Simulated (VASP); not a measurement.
**NaCuCl3: structure and properties in VASP**

What structure does NaCuCl3 take at this level, and what are its properties? The steps: rough relaxation of the start cell, relaxing cell and atoms (PBE + D3), single point with fields (PBE + D3), bands along the symmetry lines (PBE + D3), density of states (PBE + D3), bands along the symmetry lines (HSE06), band structure (r2SCAN) and self-consistent run (PBE + D3), changed input. The cell is invented: it takes the structure of a Materials Project entry for TlCuCl3 (space group 221 there), with some of its atoms replaced by other elements, volume scaled by an estimate. It may not be a known or stable phase.

Calculated with VASP 6.6.1; PBE with D3, no spin polarisation; plane waves and PAW (Cu, Cl, Na_pv), in the first sound run; inputs show where later runs differ.

This is a report of a sequence of runs, with most program output left out.

### 1. Starting point

Before any relaxation, the start is as follows. The structure is cubic, space group Pm-3m (No. 221). Conventional cell: a = 4.674 Å, b = 4.674 Å, c = 4.674 Å, α = 90.00°, β = 90.00°, γ = 90.00°. Cu has 6 Cl at 2.34 Å nearest. Nearest to Cl lie 2 Cu at 2.34 Å and 4 Na at 3.31 Å. Nearest to Na lie 12 Cl at 3.31 Å. It derives from TlCuCl3. it takes the structure of a Materials Project entry for TlCuCl3 (space group 221 there), with some of its atoms replaced by other elements, volume scaled by an estimate. Farther neighbours and most contacts between anions are not listed.

### 2. Rough relaxation of the start cell

The start is only an estimate, so a cheap relaxation brings it near a minimum before any careful run. PBE, the usual starting point, adds the gradient of the density. A dispersion term adds the long-range attraction that semilocal functionals lack. D3 makes the C6 coefficients depend on coordination; zero damping switches the term off at short range.

INCAR

```
SYSTEM = NaCuCl3
PREC = Normal
ENCUT = 400
EDIFF = 1E-05
NELM = 60
ISMEAR = -1
SIGMA = 0.05
LREAL = .FALSE.
ALGO = Fast
GGA = PE
IVDW = 11
NBANDS = 25
LORBIT = 11
LWAVE = .FALSE.
LCHARG = .FALSE.
KPAR = 2
IBRION = 2
NSW = 40
ISIF = 3
EDIFFG = -0.04
```

POSCAR

```
NaCuCl3
1.0
    4.6742950000      0.0000000000      0.0000000000
    0.0000000000      4.6742950000      0.0000000000
    0.0000000000      0.0000000000      4.6742950000
Cu Cl Na
1 3 1
Direct
    0.5000000000      0.5000000000      0.5000000000
    0.0000000000      0.5000000000      0.5000000000
    0.5000000000      0.0000000000      0.5000000000
    0.5000000000      0.5000000000      0.0000000000
    0.0000000000      0.0000000000      0.0000000000
```

KPOINTS

```
Automatic mesh
0
Gamma
4 4 4
0 0 0
```

Potentials, in the order of the species: Cu, Cl and Na_pv (PBE family, release 64).

Command:

```console
$ mpirun -np 2 vasp_std
```

Elapsed: 5.4 s, on 2 MPI ranks of AMD EPYC 9R45, shared host; peak memory 0.25 GiB.

This run has no spin polarisation, although Cu can carry a moment. Its electron count is odd, so without a moment it is a metal by construction. The k-mesh is coarse for a metal. LASPH is off, so gradient terms of the non-spherical density inside the spheres are left out; for open d or f shells this can shift gaps and moments. This relaxation is a rough one on cheap settings, only to bring the start near its minimum. Oxides and halides of Cu are often magnetic insulators, and a metal at this level, without U or exact exchange, may be an artefact. The run keeps the 48 symmetry operations of its start, so it cannot find a distortion of lower symmetry.

Relaxation path:

| step | energy less that of the first step (eV) | largest force (eV/Å) | pressure (GPa) | volume (Å³) |
| --- | --- | --- | --- | --- |
| 1 | 0.0000 | 0.0000 | 2.28 | 102.13 |
| 2 | -0.0301 | 0.0000 | -0.09 | 106.48 |

| conventional cell, symmetrised | before | after | change |
| --- | --- | --- | --- |
| a (Å) | 4.674 | 4.740 | +1.4 % |
| b (Å) | 4.674 | 4.740 | +1.4 % |
| c (Å) | 4.674 | 4.740 | +1.4 % |
| volume (Å³/atom) | 20.43 | 21.30 | +4.3 % |

Final coordinates:

```cif
data_structure
_symmetry_space_group_name_H-M 'P 1'
_symmetry_Int_Tables_number 1
_cell_length_a 4.7397
_cell_length_b 4.7397
_cell_length_c 4.7397
_cell_angle_alpha 90.000
_cell_angle_beta 90.000
_cell_angle_gamma 90.000
_cell_volume 106.48
loop_
_atom_site_label
_atom_site_type_symbol
_atom_site_fract_x
_atom_site_fract_y
_atom_site_fract_z
_atom_site_occupancy
Cu1 Cu 0.50000 0.50000 0.50000 1
Cl2 Cl 0.00000 0.50000 0.50000 1
Cl3 Cl 0.50000 0.00000 0.50000 1
Cl4 Cl 0.50000 0.50000 0.00000 1
Na5 Na 0.00000 0.00000 0.00000 1
```

Numbers from this step:

```
electrons                       : 39
bands                           : 25
irreducible k-points            : 10
symmetry operations             : 48
free energy (TOTEN)             : -16.34 eV
energy at zero smearing         : -16.34 eV
Fermi energy                    : 1.801 eV
pressure                        : -0.08584 GPa
metallic                        : yes
SCF cycles over all ionic steps : 29
```

It ends with forces that vanish by symmetry and a pressure of -0.09 GPa.

### 3. Relaxing cell and atoms (PBE + D3)

Properties are meant for the cell that this level of theory prefers, so cell and atoms are relaxed first (ISIF = 3) until forces and stress are small; EDIFFG sets the threshold.

INCAR

```
SYSTEM = NaCuCl3
PREC = Accurate
ENCUT = 400
EDIFF = 1E-06
NELM = 100
ISMEAR = -1
SIGMA = 0.05
LREAL = .FALSE.
ALGO = Normal
GGA = PE
IVDW = 11
NBANDS = 25
LORBIT = 11
LWAVE = .FALSE.
LCHARG = .FALSE.
KPAR = 2
IBRION = 2
NSW = 60
ISIF = 3
EDIFFG = -0.01
```

POSCAR, as its differences from that of step 2:

```diff
@@ -2,5 +2,5 @@
 1.0
-    4.6742950000      0.0000000000      0.0000000000
-    0.0000000000      4.6742950000      0.0000000000
-    0.0000000000      0.0000000000      4.6742950000
+    4.7397291233      0.0000000000      0.0000000000
+    0.0000000000      4.7397291233      0.0000000000
+    0.0000000000      0.0000000000      4.7397291233
 Cu Cl Na
```

KPOINTS

```
Automatic mesh
0
Gamma
5 5 5
0 0 0
```

Command:

```console
$ mpirun -np 2 vasp_std
```

It took 7.4 s on 2 MPI ranks; peak memory 0.33 GiB.

Little changed from the start: no atom moved by 0.005 Å and no cell edge by 0.1 %.

Numbers from this step:

```
free energy (TOTEN)             : -16.43 eV
energy at zero smearing         : -16.42 eV
Fermi energy                    : 1.739 eV
pressure                        : -0.03774 GPa
SCF cycles over all ionic steps : 21
```

It ends with forces that vanish by symmetry and a pressure of -0.04 GPa.

### 4. Single point with fields (PBE + D3)

The relaxed cell gets a fresh self-consistent run, on a basis set for its own volume, to fix the density and to check the remaining stress.

INCAR, as its differences from that of step 3:

```diff
@@ -14,7 +14,5 @@
 LWAVE = .FALSE.
-LCHARG = .FALSE.
-KPAR = 2
-IBRION = 2
-NSW = 60
-ISIF = 3
-EDIFFG = -0.01
+LCHARG = .TRUE.
+ISIF = 2
+LELF = .TRUE.
+LVHAR = .TRUE.
```

POSCAR, as its differences from that of step 3:

```diff
@@ -2,5 +2,5 @@
 1.0
-    4.7397291233      0.0000000000      0.0000000000
-    0.0000000000      4.7397291233      0.0000000000
-    0.0000000000      0.0000000000      4.7397291233
+    4.7355296408      0.0000000000      0.0000000000
+    0.0000000000      4.7355296408      0.0000000000
+    0.0000000000      0.0000000000      4.7355296408
 Cu Cl Na
```

KPOINTS is that of step 3.

Command:

```console
$ mpirun -np 2 vasp_std
```

Run time: 5.8 s. Hardware: 2 MPI ranks; peak memory 0.26 GiB.

This step gave:

- SCF cycles: 15
- bands: 26
- pressure: -0.01009 GPa

Valence electrons inside each PAW sphere by angular momentum. Sphere charges, by row:

| atom | s (e) | p (e) | d (e) | tot (e) |
| --- | --- | --- | --- | --- |
| Cu1 | 0.32 | 0.321 | 9.148 | 9.789 |
| Cl2 | 1.603 | 3.516 | 0 | 5.119 |
| Cl3 | 1.603 | 3.516 | 0 | 5.119 |
| Cl4 | 1.603 | 3.516 | 0 | 5.119 |
| Na5 | 0.017 | 5.956 | 0 | 5.972 |

Valence density in the ac plane at fractional y = 0.500, with atoms of Cu and Cl within 0.2 Å of it. It is the smooth field of the valence electrons, not physical close to the nuclei.

Ten steps, logarithmic in the rise over the least value, from '0' (0 e/Å³) to '9' (15 e/Å³), each cell a mean:
```
00013554542100
00012345431000
11001233321011
32211222211123
54321356421244
45422589742345
35433699842354
55422477632345
43211234311234
21101222211112
00002344321000
00013455542000
00013543542100
```
Columns run along a (4.7 Å), rows up along c (4.7 Å). Atoms in or near the plane, at fractional coordinates: Cu at (0.50, 0.50), Cl at (0.00, 0.50), Cl at (0.50, 0.00).

ELF in the ac plane at fractional y = 0.500, with atoms of Cu and Cl within 0.2 Å of it. It is the smooth field of the valence electrons, not physical close to the nuclei.

Values, 13 rows by 14 columns, each cell a mean:
```
0.02 0.03 0.16 0.60 0.84 0.86 0.69 0.55 0.79 0.88 0.78 0.40 0.08 0.02
0.15 0.07 0.06 0.27 0.66 0.81 0.82 0.80 0.82 0.77 0.51 0.14 0.05 0.10
0.59 0.40 0.15 0.08 0.27 0.50 0.61 0.63 0.58 0.42 0.17 0.08 0.24 0.50
0.85 0.77 0.51 0.17 0.11 0.16 0.21 0.22 0.19 0.14 0.11 0.29 0.64 0.82
0.87 0.86 0.76 0.39 0.14 0.15 0.11 0.09 0.13 0.14 0.19 0.58 0.82 0.87
0.58 0.76 0.81 0.52 0.17 0.10 0.02 0.01 0.04 0.14 0.25 0.70 0.81 0.68
0.38 0.68 0.81 0.54 0.18 0.08 0.01 0.01 0.02 0.12 0.27 0.72 0.79 0.55
0.79 0.84 0.80 0.47 0.16 0.14 0.06 0.03 0.09 0.15 0.22 0.65 0.83 0.82
0.88 0.84 0.66 0.27 0.12 0.14 0.15 0.15 0.15 0.12 0.14 0.43 0.75 0.87
0.75 0.60 0.29 0.09 0.16 0.30 0.39 0.41 0.37 0.25 0.10 0.15 0.42 0.69
0.33 0.18 0.07 0.15 0.48 0.71 0.78 0.79 0.76 0.64 0.33 0.08 0.09 0.25
0.04 0.03 0.10 0.46 0.79 0.85 0.78 0.71 0.82 0.85 0.69 0.27 0.05 0.03
0.01 0.03 0.23 0.68 0.87 0.86 0.59 0.37 0.74 0.89 0.82 0.49 0.12 0.02
```
Columns run along a (4.7 Å), rows up along c (4.7 Å). Atoms in or near the plane, at fractional coordinates: Cu at (0.50, 0.50), Cl at (0.00, 0.50), Cl at (0.50, 0.00).

Electrostatic potential energy in the ac plane at fractional y = 0.500, with atoms of Cu and Cl within 0.2 Å of it. With pseudopotentials it is smooth inside the atoms' cores, unlike the true potential.

Values in eV, 13 rows by 14 columns, each cell a mean:
```
  6   6   6   4  -3 -38 -80 -88 -66 -20   2   5   6   6
  6   6   6   5   2 -10 -34 -43 -24  -3   4   5   6   6
  5   5   5   5   4   1  -3  -5  -2   2   4   5   5   5
 -3   0   3   4   3   0  -5  -7  -3   1   4   4   2  -1
-44 -25  -4   2   0 -12 -26 -30 -21  -6   1   0 -11 -35
-88 -67 -22  -1  -7 -27 -43 -47 -38 -19  -1  -5 -40 -81
-93 -77 -28  -2  -9 -31 -47 -50 -41 -22  -3  -8 -49 -89
-70 -46 -11   0  -3 -20 -35 -39 -30 -13   0  -2 -24 -60
-15  -7   1   3   2  -4 -13 -16  -9  -1   3   3  -1 -11
  3   4   5   5   4   1  -1  -2   0   2   4   5   4   3
  5   5   6   5   3  -3 -14 -19  -9   0   4   5   6   5
  6   6   6   5   0 -25 -62 -72 -48 -11   3   5   6   6
  5   6   5   4  -5 -48 -88 -93 -76 -27   2   5   6   6
```
Columns run along a (4.7 Å; values clipped at the 3rd and 97th percentile), rows up along c (4.7 Å). Atoms in or near the plane, at fractional coordinates: Cu at (0.50, 0.50), Cl at (0.00, 0.50), Cl at (0.50, 0.00).

In this run the pressure is -0.01 GPa, small enough to go on.

### 5. Bands along the symmetry lines (PBE + D3)

The mesh alone shows little of the dispersion and can miss band extrema, so KPOINTS_OPT adds a path through the symmetry points after the self-consistent cycle.

INCAR

```
SYSTEM = NaCuCl3
PREC = Accurate
ENCUT = 400
EDIFF = 1E-06
NELM = 100
ISMEAR = -1
SIGMA = 0.05
LREAL = .FALSE.
ALGO = Normal
GGA = PE
IVDW = 11
NBANDS = 34
LORBIT = 11
LWAVE = .FALSE.
LCHARG = .FALSE.
KPAR = 2
```

POSCAR is that of step 4.

KPOINTS is that of step 4.

KPOINTS_OPT

```
Line mode
16
Line-mode
Reciprocal
  0.00000000   0.00000000   0.00000000 GAMMA
  0.00000000   0.50000000   0.00000000 X

  0.00000000   0.50000000   0.00000000 X
  0.50000000   0.50000000   0.00000000 M

  0.50000000   0.50000000   0.00000000 M
  0.00000000   0.00000000   0.00000000 GAMMA

  0.00000000   0.00000000   0.00000000 GAMMA
  0.50000000   0.50000000   0.50000000 R

  0.50000000   0.50000000   0.50000000 R
  0.00000000   0.50000000   0.00000000 X

  0.50000000   0.50000000   0.00000000 M
  0.50000000   0.50000000   0.50000000 R
```

Command:

```console
$ mpirun -np 2 vasp_std
```

The job ended after 33 s (2 MPI ranks; peak memory 0.35 GiB).

This step gave:

```
SCF cycles : 14
bands      : 34
pressure   : -0.02504 GPa
```

Electronic bands along the path, in eV, zero at the Fermi level; # counts the bands kept:

| point | #10 | #11 | #12 | #13 | #14 | #15 | #16 | #17 |
| --- | --- | --- | --- | --- | --- | --- | --- | --- |
| Γ | -1.56 | -1.56 | -1.21 | -1.21 | -1.21 | 2.82 | 3.83 | 7.65 |
| 0.47 of the way | -1.40 | -1.40 | -1.16 | -1.16 | -1.08 | 3.74 | 4.66 | 7.48 |
| X | -1.33 | -1.33 | -1.09 | -1.09 | -0.94 | 5.83 | 5.93 | 6.42 |
| 0.47 of the way | -1.49 | -1.19 | -1.08 | -0.99 | 0.06 | 6.11 | 6.30 | 7.07 |
| M | -1.37 | -1.07 | -1.07 | -0.63 | 0.96 | 6.30 | 7.76 | 7.99 |
| 0.47 of the way | -1.42 | -1.22 | -1.21 | -1.13 | -0.09 | 4.78 | 5.60 | 7.98 |
| Γ | -1.56 | -1.56 | -1.21 | -1.21 | -1.21 | 2.82 | 3.83 | 7.65 |
| 0.47 of the way | -1.36 | -1.36 | -1.17 | -0.33 | -0.33 | 4.88 | 5.58 | 7.27 |
| R | -0.61 | -0.61 | -0.61 | 0.97 | 0.97 | 4.44 | 6.85 | 6.85 |
| 0.53 of the way | -1.43 | -1.04 | -0.93 | -0.42 | 0.20 | 5.67 | 6.54 | 7.44 |
| X | -1.33 | -1.33 | -1.09 | -1.09 | -0.94 | 5.83 | 5.93 | 6.42 |
| jump to M | -1.37 | -1.07 | -1.07 | -0.63 | 0.96 | 6.30 | 7.76 | 7.99 |
| 0.47 of the way | -0.99 | -0.99 | -0.62 | -0.33 | 0.97 | 5.17 | 7.46 | 7.46 |
| R | -0.61 | -0.61 | -0.61 | 0.97 | 0.97 | 4.44 | 6.85 | 6.85 |

Of the projections kept (Cu, Cl, Na), the largest for each band there; the rest of the weight can lie on other orbitals:

| point | #10 | #11 | #12 | #13 | #14 | #15 | #16 | #17 |
| --- | --- | --- | --- | --- | --- | --- | --- | --- |
| Γ | Cl 1.00 | Cl 1.00 | Cl 0.98 | Cl 0.98 | Cl 0.98 | Cu 0.87 | Na 0.47 | Cl 0.99 |
| X | Cl 0.99 | Cl 0.99 | Cu 0.61 | Cu 0.61 | Cu 0.84 | Cu 0.66 | Na 0.53 | Cl 0.59 |
| M | Cu 0.87 | Cu 0.60 | Cu 0.60 | Cl 1.00 | Cu 0.54 | Na 0.65 | Na 1.00 | Cl 0.50 |
| Γ | Cl 1.00 | Cl 1.00 | Cl 0.98 | Cl 0.98 | Cl 0.98 | Cu 0.87 | Na 0.47 | Cl 0.99 |
| R | Cl 1.00 | Cl 1.00 | Cl 1.00 | Cu 0.54 | Cu 0.54 | Na 1.00 | Cu 0.72 | Cu 0.72 |
| X | Cl 0.99 | Cl 0.99 | Cu 0.61 | Cu 0.61 | Cu 0.84 | Cu 0.66 | Na 0.53 | Cl 0.59 |

There is no gap at this level.

Of the bands kept, 2 cross the Fermi level on this path.

### 6. Density of states (PBE + D3)

A density of states needs more k-points than a total energy; ISMEAR = -5 takes tetrahedra, and LORBIT projects the states on the PAW spheres. The mesh is finer than in the run before.

INCAR, as its differences from that of step 5:

```diff
@@ -5,3 +5,3 @@
 NELM = 100
-ISMEAR = -1
+ISMEAR = -5
 SIGMA = 0.05
@@ -16 +16,2 @@
 KPAR = 2
+NEDOS = 2001
```

POSCAR is that of step 5.

KPOINTS

```
Automatic mesh
0
Gamma
7 7 7
0 0 0
```

Command:

```console
$ mpirun -np 2 vasp_std
```

Run time: 11 s. Hardware: 2 MPI ranks; peak memory 0.35 GiB; 22 s of CPU time.

With tetrahedra the forces and stress of a metal are not exact derivatives of the energy.

Numbers from this step:

```
irreducible k-points   : 20
free energy (TOTEN)    : -16.41 eV
Fermi energy           : 1.882 eV
pressure               : 0.01835 GPa
DOS at the Fermi level : 1.410 states/eV/cell
```

The density of states has structure finer than the step of the table below, so its rows give means over 1 eV, whole bins alone (the curve runs from -12.0 to 7.89 eV). Peaks (eV: height): total -4.2: 19.8, -2.0: 8.68, -1.6: 17.7, -1.2: 14.7; Cl p -4.2: 7.61, -2.0: 2.92, -1.6: 5.41, -1.2: 6.97; Cu d -4.2: 7.20, -2.1: 3.77, -1.5: 9.56, -1.2: 4.58; Cu p -4.2: 0.461, 6.6: 0.221, 7.4: 0.146, 7.8: 0.394; Cl s -2.1: 0.110, 6.6: 0.112, 7.4: 0.152, 7.8: 0.275.

States under -12.0 eV and over 7.9 eV are left out. The density of states by energy, zero at the Fermi level; means over each step; 7 of 8 lines; values in states/eV/cell:

| energy (eV) | total | Cl p | Cu d | Cu p | Cl s | Cu s | Na s |
| --- | --- | --- | --- | --- | --- | --- | --- |
| -7 | 0 | 0 | 0 | 0 | 0 | 0 | 0 |
| -6 | 0.689 | 0.298 | 0.0255 | 0.00836 | 0.00850 | 0.102 | 2.3e-5 |
| -5 | 1.30 | 0.580 | 0.117 | 0.0340 | 0.0145 | 0.116 | 4.6e-4 |
| -4 | 5.97 | 2.48 | 1.49 | 0.156 | 0.00637 | 0.00311 | 0.00648 |
| -3 | 3.81 | 1.21 | 1.55 | 0.00930 | 0.0124 | 0.00655 | 0.00356 |
| -2 | 7.50 | 2.42 | 3.44 | 0.0160 | 0.0602 | 0.0224 | 0.00546 |
| -1 | 6.97 | 3.26 | 2.19 | 0.0371 | 0.0209 | 0.0199 | 8.3e-4 |
| 0 | 1.48 | 0.553 | 0.683 | 0.0259 | 0.0106 | 0.0103 | 0 |
| 1 | 0.322 | 0.127 | 0.156 | 0.00267 | 9.0e-4 | 3.2e-4 | 0 |
| 2 | 0 | 0 | 0 | 0 | 0 | 0 | 0 |
| 3 | 0.0733 | 0.00250 | 1.4e-4 | 0.00164 | 0.00192 | 0.0275 | 0.00228 |
| 4 | 0.377 | 0.0222 | 0.00176 | 0.0111 | 0.0141 | 0.0861 | 0.0267 |
| 5 | 1.54 | 0.135 | 0.00868 | 0.0344 | 0.0445 | 0.164 | 0.192 |
| 6 | 1.60 | 0.216 | 0.0199 | 0.0786 | 0.0751 | 0.229 | 0.143 |
| 7 | 2.04 | 0.125 | 0.0118 | 0.105 | 0.0962 | 0.0761 | 0.0247 |

The finer mesh and the other smearing move the Fermi level by +0.14 eV from the 5×5×5 run, one measure of the sampling error in the zero of the bands above. Of the states within 0.3 eV of the Fermi level, the largest shares in the PAW spheres are Cu d 47 % and Cl p 37 %. The rest lies in smaller channels or between the spheres.

### 7. A semilocal run for the hybrid's start

This step: PBE, no spin polarisation; plane waves and PAW (Cu, Cl, Na_pv); invented cell (VASP 6.6.1).

A hybrid converges badly from random orbitals, so a cheap semilocal run writes a WAVECAR on the same mesh first.

INCAR

```
SYSTEM = NaCuCl3
PREC = Accurate
ENCUT = 400
EDIFF = 1E-05
NELM = 100
ISMEAR = -1
SIGMA = 0.05
LREAL = .FALSE.
ALGO = Normal
GGA = PE
NBANDS = 25
LORBIT = 11
LWAVE = .TRUE.
LCHARG = .FALSE.
KPAR = 2
```

POSCAR is that of step 6.

KPOINTS

```
Automatic mesh
0
Gamma
3 3 3
0 0 0
```

Command:

```console
$ mpirun -np 2 vasp_std
```

Wall time 2.8 s (2 MPI ranks); peak memory 0.28 GiB.

At this level the cell is under a pressure of 2.2 GPa, so at these settings it is away from equilibrium.

This step gave:

| Property | Result |
| --- | --- |
| SCF cycles | 13 |
| bands | 25 |
| irreducible k-points | 4 |
| free energy (TOTEN) | -15.00 eV |
| energy at zero smearing | -14.97 eV |
| Fermi energy | 2.074 eV |
| pressure | 2.153 GPa |

### 8. Bands along the symmetry lines (HSE06)

This step: HSE06, no spin polarisation; plane waves and PAW (Cu, Cl, Na_pv); invented cell (VASP 6.6.1).

HSE06 mixes in a quarter of exact exchange at short range, at far higher cost; in semiconductors this cures much of the gap error, while metals seldom gain.

INCAR

```
SYSTEM = NaCuCl3
PREC = Accurate
ENCUT = 400
EDIFF = 1E-06
NELM = 100
ISMEAR = -1
SIGMA = 0.05
LREAL = .FALSE.
ALGO = Normal
LHFCALC = .TRUE.
AEXX = 0.25
GGA = PE
HFSCREEN = 0.2
LASPH = .TRUE.
NBANDS = 25
PRECFOCK = Fast
LORBIT = 11
LWAVE = .FALSE.
LCHARG = .FALSE.
KPAR = 2
```

POSCAR is that of step 7.

KPOINTS is that of step 7.

KPOINTS_OPT, as its differences from that of step 5:

```diff
@@ -1,3 +1,3 @@
 Line mode
-16
+6
 Line-mode
```

The WAVECAR or CHGCAR of an earlier step is read.

Command:

```console
$ mpirun -np 2 vasp_std
```

The job ended after 12 min (2 MPI ranks; peak memory 0.52 GiB).

EDIFF was not reached within NELM cycles, so the run counts as unconverged.

(Part 1 of 2 ends here.)

[Lines on the potential files, build, host, timing and source positions are cut from VASP's logs without a mark.]

[Logs are printed without paths, hosts, clocks, repeated set-up lines and the standing remarks that a program may print on its own settings, such as how far it seeks lower states.]

[Hosts, paths, dates, database ids (printed as entryN), source tags and the programs' standing remarks are cut or masked in the printed files.]

[A measured line is paired with the nearest computed mode of its activity, which favours agreement.]
